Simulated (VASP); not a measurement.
# Core-hole spectrum of RaF2

Wanted: the near-edge structure of RaF2. The cell has space group Fm-3m. The start is a cell from a database of measured crystal structures.

Main program and level: VASP 6.6.1; PBE; plane waves and PAW (F, Ra_sv, F), in the first sound run; inputs show where later runs differ.

This is a report of a sequence of runs, with most program output left out.

The database entry behind the starting cell is an old determination (1936), so it need not match the best structure at ambient conditions.

**1. Set-up**

It takes space group Fm-3m (No. 225, cubic). Conventional cell: a = 6.368 Å, b = 6.368 Å, c = 6.368 Å, α = 90.00°, β = 90.00°, γ = 90.00°. Nearest to F lie 4 Ra at 2.76 Å. Ra has 8 F at 2.76 Å nearest. Farther neighbours and most contacts between anions are not listed.

**2. Supercell without a hole**

The cell without a hole gives, with ICORELEVEL = 1, the Kohn-Sham core levels of the initial state. It is a supercell, which puts a hole 9.0 Å from its nearest image.

File INCAR:

```
SYSTEM = RaF2
PREC = Accurate
ENCUT = 400
EDIFF = 1E-05
NELM = 100
ISMEAR = 0
SIGMA = 0.05
LREAL = Auto
ALGO = Fast
GGA = PE
NBANDS = 120
LWAVE = .FALSE.
LCHARG = .FALSE.
NCORE = 8
ICORELEVEL = 1
```

File POSCAR:

```
RaF2
1.0
    0.0000000000      6.3680000000      6.3680000000
    6.3680000000      0.0000000000      6.3680000000
    6.3680000000      6.3680000000      0.0000000000
F Ra F
1 8 15
Direct
    0.3750000000      0.3750000000      0.3750000000
    0.0000000000      0.0000000000      0.0000000000
    0.0000000000      0.0000000000      0.5000000000
    0.0000000000      0.5000000000      0.0000000000
    0.0000000000      0.5000000000      0.5000000000
    0.5000000000      0.0000000000      0.0000000000
    0.5000000000      0.0000000000      0.5000000000
    0.5000000000      0.5000000000      0.0000000000
    0.5000000000      0.5000000000      0.5000000000
    0.3750000000      0.3750000000      0.8750000000
    0.3750000000      0.8750000000      0.3750000000
    0.3750000000      0.8750000000      0.8750000000
    0.8750000000      0.3750000000      0.3750000000
    0.8750000000      0.3750000000      0.8750000000
    0.8750000000      0.8750000000      0.3750000000
    0.8750000000      0.8750000000      0.8750000000
    0.1250000000      0.1250000000      0.1250000000
    0.1250000000      0.1250000000      0.6250000000
    0.1250000000      0.6250000000      0.1250000000
    0.1250000000      0.6250000000      0.6250000000
    0.6250000000      0.1250000000      0.1250000000
    0.6250000000      0.1250000000      0.6250000000
    0.6250000000      0.6250000000      0.1250000000
    0.6250000000      0.6250000000      0.6250000000
```

File KPOINTS:

```
Automatic mesh
0
Gamma
2 2 2
0 0 0
```

The projector-augmented-wave data sets are F, Ra_sv and F (PBE family, release 64).

Command:

```console
$ mpirun -np 8 vasp_std
```

Wall time 64 s (8 MPI ranks of AMD EPYC 7R43, shared host); peak memory 1.3 GiB.

These are scalar-relativistic Kohn-Sham levels of the ground state, with no core hole, so they are not binding energies.

This step gave:

| Quantity | Value |
| --- | --- |
| free energy (TOTEN) | -130.8819 eV |
| Fermi energy | -0.7448 eV |
| pressure | -3.834 GPa |

The two shallowest core shells; atoms whose shallowest level rounds to another's at 0.01 eV are left out. Core levels, by row:

```tsv
atom	shell	level below the valence-band top (eV)
F1	1s	651
Ra2	5p	149.1
Ra2	5d	58.74
```

**3. K edge, Wyckoff site F c, full hole**

This step: supercell core-hole method, PBE, full hole; plane waves and PAW (F, Ra_sv, F) (VASP 6.6.1).

One core electron is taken from the first atom, which POSCAR lists as a species of its own, and NELECT stays that of the neutral valence shell, so the cell is charged against a background. NBANDS covers the range above the edge. The first density still holds the charge taken from the core, which is what the BRMIX lines of the log report.

File INCAR:

```
SYSTEM = RaF2
PREC = Accurate
ENCUT = 400
EDIFF = 1E-06
NELM = 100
ISMEAR = 0
SIGMA = 0.05
LREAL = Auto
ALGO = Normal
GGA = PE
NBANDS = 392
LWAVE = .FALSE.
LCHARG = .FALSE.
ICORELEVEL = 2
CLNT = 1
CLN = 1
CLL = 0
CLZ = 1
CH_LSPEC = .TRUE.
CH_NEDOS = 1500
CH_SIGMA = 0.5
NELECT = 192
```

POSCAR is that of step 2.

KPOINTS is that of step 2.

Command:

```console
$ mpirun -np 8 vasp_std
```

It took 5.9 min on 8 MPI ranks; peak memory 1.7 GiB.

This step gave:

| Quantity | Value |
| --- | --- |
| free energy (TOTEN) | -320.5116 eV |
| Fermi energy | -0.2152 eV |

The imaginary dielectric function times 10^5, xx has structure finer than the step of the table below, so its rows give means over 1 eV, whole bins alone (the curve runs from 665 to 710 eV). Peaks (eV: height): 669.6: 3.36, 673.7: 4.87, 680.4: 1.66, 683.9: 2.91, 691.8: 3.80, 695.1: 3.41, 697.8: 2.26.

Smoothed further by a Gaussian, to a width of roughly 1 to 1.2 eV in all; heights scale with one over the cell volume; the energy axis is the program's own, and the fall at its high end is where NBANDS ends. Table of imaginary dielectric function times 10^5, xx by photon energy; means over each step:

```tsv
photon energy (eV)	imaginary dielectric function times 10^5, xx
667	1.2e-4
668	0.0565
669	1.59
670	2.71
671	1.48
672	3.52
673	3.79
674	3.87
675	1.41
676	0.999
677	1.10
678	0.794
679	0.620
680	1.36
681	1.16
682	0.841
683	1.96
684	2.75
685	1.70
686	0.744
687	0.566
688	0.782
689	1.62
690	2.54
691	3.24
692	3.70
693	3.09
694	2.38
695	3.22
696	2.02
697	1.64
698	2.03
699	0.626
700	0.0284
701	1.1e-4
```

The smoothed xx curve reaches a tenth of its top at about 669 eV.

**4. K edge, Wyckoff site F c, no hole**

This step: supercell core-hole method, PBE, no hole; plane waves and PAW (F, Ra_sv, F) (VASP 6.6.1).

With CLZ = 0 the final states feel no hole, which shows what the hole does. NBANDS covers the range above the edge.

INCAR: that of step 3 with these lines changed.

```diff
@@ -17,3 +17,3 @@
 CLL = 0
-CLZ = 1
+CLZ = 0
 CH_LSPEC = .TRUE.
@@ -21,2 +21 @@
 CH_SIGMA = 0.5
-NELECT = 192
```

POSCAR is that of step 3.

KPOINTS is that of step 3.

Command:

```console
$ mpirun -np 8 vasp_std
```

Elapsed: 4 min, on 8 MPI ranks; peak memory 1.6 GiB.

Numbers from this step:

```
free energy (TOTEN) : -130.8819 eV
Fermi energy        : -0.7524 eV
pressure            : -3.804 GPa
```

The imaginary dielectric function times 10^5, xx has structure finer than the step of the table below, so its rows give means over 1 eV, whole bins alone (the curve runs from 666 to 711 eV). Peaks (eV: height): 670.1: 2.90, 674.7: 7.81, 684.9: 3.73, 693.1: 3.52, 695.8: 4.35, 698.3: 4.05.

Smoothed further by a Gaussian, to a width of roughly 1 to 1.2 eV in all; heights scale with one over the cell volume; the energy axis is the program's own, and the fall at its high end is where NBANDS ends. Table of imaginary dielectric function times 10^5, xx by photon energy; means over each step:

photon energy (eV), imaginary dielectric function times 10^5, xx and a bar:
```
      667       0.00 
      668       0.01 
      669       0.59 ##
      670       2.52 ###########
      671       1.59 #######
      672       2.90 ############
      673       3.09 #############
      674       4.56 ###################
      675       7.13 ##############################
      676       4.21 ##################
      677       2.32 ##########
      678       1.96 ########
      679       1.33 ######
      680       1.61 #######
      681       1.84 ########
      682       1.10 #####
      683       1.48 ######
      684       2.40 ##########
      685       3.39 ##############
      686       1.52 ######
      687       0.72 ###
      688       0.61 ###
      689       1.20 #####
      690       1.49 ######
      691       2.07 #########
      692       3.22 ##############
      693       3.45 ###############
      694       2.75 ############
      695       3.46 ###############
      696       4.14 #################
      697       2.72 ###########
      698       3.40 ##############
      699       2.18 #########
      700       0.13 #
      701       0.00
```

The smoothed xx curve reaches a tenth of its top at about 669 eV.

**5. Summary**

This step: supercell core-hole method, PBE; plane waves and PAW (VASP 6.6.1).

Derived from the runs above.

Core-hole runs:

```tsv
site	hole	cost (core minutes)
F c	full hole	47.35
F c	no hole	32.01
```

**6. Results**

| Quantity | Value |
| --- | --- |
| K edge of F c, full hole | xx reaches a tenth of its top at 668.65 eV on the program's axis; share within the next 5 eV of the next 20 eV: 40 % |
| K edge of F c, no hole | xx reaches a tenth of its top at 669.19 eV on the program's axis; share within the next 5 eV of the next 20 eV: 27 % |

**Reading.** The F K edge, for light polarised along x, reaches a tenth of its top at 668.65 eV on the program's axis. That mark passes over any weaker pre-edge, and only dipole transitions enter. In the charged run (full hole) weight just under or at the onset may be a state bound to the hole or the highest filled band counted as a final state; this wasn't checked, so onset and share of that run are in doubt. Share of the first 20 eV of absorption, for light polarised along x, that lies within 5 eV of each run's own onset: 27 % with no hole and 40 % with full hole. One site of the element was run (Wyckoff letter c). With 24 atoms and a 2×2×2 mesh the peak shapes still carry the imprint of the mesh, and the holes are close enough to feel one another. The fall at the high end is where NBANDS ends. The other core electrons stay frozen, so neither the program's energy axis nor the change of TOTEN is an excitation energy; spectra are aligned at the onset when set beside measurement. The given cell is kept, although it stands at -3.8 GPa at PBE and ENCUT = 400 eV, which holds the mismatch of the given cell with this functional, any error of the entry itself and any basis-set error. Not tabulated here, as repeats of values shown or as unfit to read for their mesh, reference level or band range: gaps (K edge, supercell without a hole); pressures of a box with vacuum or a charge (K edge); core levels (K edge).

[Lines on the potential files, build, host, timing and source positions are cut from VASP's logs without a mark.]

[Logs are printed without paths, hosts, clocks, repeated set-up lines and the standing remarks that a program may print on its own settings, such as how far it seeks lower states.]

[Hosts, paths, dates, database ids (printed as entryN), source tags and the programs' standing remarks are cut or masked in the printed files.]
